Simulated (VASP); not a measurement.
Data:

```yaml
crystal:
  lattice:
    - [0.00000, 3.03714, 3.03714]
    - [3.03714, 0.00000, 3.03714]
    - [3.03714, 3.03714, 0.00000]
  atoms:
    - { symbol: In, position: [0.00000, 0.00000, 0.00000] }
    - { symbol: P, position: [0.25000, 0.25000, 0.25000] }
```

Level of theory: PBE GGA, VASP's PBE PAW potentials (set 64) (plane waves; VASP 6.6.1). Settings: 520 eV cut-off, 8×8×8 Γ-centred mesh, Gaussian smearing of 0.050 eV, potentials In_d P.

Q: The job: InP (zinc blende), 2 atoms, PBE, static run, 520 eV, 8×8×8 Γ-centred mesh. Roughly how much core time does it take on a busy server core?

A: About 40 core-seconds (one run on a shared machine, a rough figure). It had 29 irreducible k-points, 13 bands, up to 1540 plane waves and 15 electronic steps.

The compound is InP in the zinc blende structure. This cell is one point of a volume scan, at 1.06 of the reference volume.
